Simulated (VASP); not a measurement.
Method: vdW-DF2, VASP's PBE PAW potentials (set 64) (plane waves; VASP).

VASP ran on this input.

POSCAR:
```
Hf
1
    1.6404129205    -2.8412784832     0.0000000000
    1.6404129205     2.8412784832     0.0000000000
    0.0000000000     0.0000000000     5.1887166247
Hf
2
Direct
  0.3333330000   0.6666670000   0.2500000000
  0.6666670000   0.3333330000   0.7500000000
```

KPOINTS:
```
Automatic mesh
0
Gamma
13 13 7
0 0 0
```

### INCAR
```
LASPH = .True.   ! aspherical one-centre terms
ENCUT = 520   ! plane-wave cut-off (eV)
ZAB_VDW = -1.8867
ISMEAR = 1   ! Methfessel-Paxton
ISIF = 4
SYSTEM = Hf
GGA = ML
NSW = 30
LREAL = .False.   ! projection in real space or not
LMAXMIX = 6
IBRION = 2   ! conjugate gradients
SIGMA = 0.1
NELM = 100   ! most electronic steps
ALGO = Normal
AGGAC = 0.0
LCHARG = .False.
EDIFFG = -0.01
LWAVE = .False.
EDIFF = 1E-7   ! SCF stop (eV)
LUSE_VDW = .True.
PREC = Accurate
```

POTCAR, in this order: Hf_pv (PBE.64 set). Program: vasp_std.

Output

### OSZICAR
```
       N       E                     dE             d eps       ncg     rms          rms(c)
DAV:   1     0.532680656725E+02    0.53268E+02   -0.11661E+04  2384   0.134E+03
DAV:   2    -0.116299918764E+02   -0.64898E+02   -0.63686E+02  2904   0.264E+02
DAV:   3    -0.137704264497E+02   -0.21404E+01   -0.21112E+01  3186   0.310E+01
DAV:   4    -0.137944942375E+02   -0.24068E-01   -0.24058E-01  2724   0.408E+00
DAV:   5    -0.137949636081E+02   -0.46937E-03   -0.46933E-03  3430   0.447E-01    0.592E+01
DAV:   6    -0.133147477206E+02    0.48022E+00   -0.55553E-01  2526   0.615E+00    0.348E+01
DAV:   7    -0.131680074624E+02    0.14674E+00   -0.90449E-01  2586   0.754E+00    0.204E+00
DAV:   8    -0.131597756611E+02    0.82318E-02   -0.65255E-02  2628   0.192E+00    0.470E-01
DAV:   9    -0.131598281839E+02   -0.52523E-04   -0.11831E-03  3330   0.310E-01    0.176E-01
DAV:  10    -0.131598013425E+02    0.26841E-04   -0.14444E-04  2754   0.101E-01    0.318E-01
DAV:  11    -0.131598080133E+02   -0.66707E-05   -0.18531E-05  3066   0.406E-02    0.636E-03
DAV:  12    -0.131598082129E+02   -0.19960E-06   -0.36043E-07  3382   0.412E-03    0.339E-03
DAV:  13    -0.131598080585E+02    0.15435E-06   -0.62955E-08  2022   0.252E-03    0.311E-03
DAV:  14    -0.131598080028E+02    0.55746E-07   -0.35171E-09  1740   0.475E-04
   1 F= -.13159808E+02 E0= -.13159700E+02  d E =-.131598E+02
       N       E                     dE             d eps       ncg     rms          rms(c)
DAV:   1    -0.131603683511E+02   -0.56029E-03   -0.30323E-02  2364   0.144E+00    0.152E-01
DAV:   2    -0.131600540902E+02    0.31426E-03   -0.48516E-04  3156   0.174E-01    0.673E-02
DAV:   3    -0.131599513203E+02    0.10277E-03   -0.12381E-04  3302   0.743E-02    0.572E-02
DAV:   4    -0.131599340361E+02    0.17284E-04   -0.37744E-05  3446   0.421E-02    0.251E-02
DAV:   5    -0.131599334471E+02    0.58904E-06   -0.20535E-06  2946   0.109E-02    0.178E-03
DAV:   6    -0.131599334835E+02   -0.36409E-07   -0.47414E-08  1788   0.172E-03
   2 F= -.13159933E+02 E0= -.13159868E+02  d E =-.125481E-03
```

OUTCAR:
```
------------------------ aborting loop because EDIFF is reached ----------------------------------------
  FORCE on cell =-STRESS in cart. coord.  units (eV):
  Direction    XX          YY          ZZ          XY          YZ          ZX
  --------------------------------------------------------------------------------------
  Total       -0.8801303     -0.8801303     -0.9023790      0.0000000     -0.0000000      0.0000000
  in kB      -29.1541655    -29.1541647    -29.8911493      0.0000000     -0.0000000      0.0000000
  external PRESSURE =     -29.3998265 kB  Pullay stress =       0.0000000 kB
  volume of cell :       48.37
      direct lattice vectors                 reciprocal lattice vectors
     1.641912206 -2.843875323 -0.000000000     0.304522981 -0.175816428 -0.000000000
     1.641912206  2.843875323 -0.000000000     0.304522981  0.175816428  0.000000000
     0.000000000 -0.000000000  5.179244966     0.000000000  0.000000000  0.193078336
 POSITION                                       TOTAL-FORCE (eV/Angst)
 -----------------------------------------------------------------------------------
      1.64191      0.94796      1.29481         0.000000      0.000000      0.000000
      1.64191     -0.94796      3.88443        -0.000000     -0.000000      0.000000
 -----------------------------------------------------------------------------------
    total drift:                               -0.000007      0.000195     -0.000016
  FREE ENERGIE OF THE ION-ELECTRON SYSTEM (eV)
  ---------------------------------------------------
  free  energy   TOTEN  =       -13.1599334835 eV

  energy  without entropy=      -13.1597356949  energy(sigma->0) =      -13.15986755

 reached required accuracy - stopping structural energy minimisation
```
(Selected blocks of OUTCAR.)

File CONTCAR:
```
Hf
   1.00000000000000
     1.6419122056215540   -2.8438753228331026   -0.0000000000000000
     1.6419122056215540    2.8438753228331026   -0.0000000000000000
     0.0000000000000000   -0.0000000000000000    5.1792449656215469
  Hf
     2
Direct
     0.3333330000000032    0.6666669999999968    0.2500000000000000
     0.6666669999999968    0.3333330000000032    0.7500000000000000
```

The compound is Hf in the hcp structure. This cell is one point of a volume scan, at 1.03 of the reference volume. Symmetry was kept, so distortions that lower it aren't found.
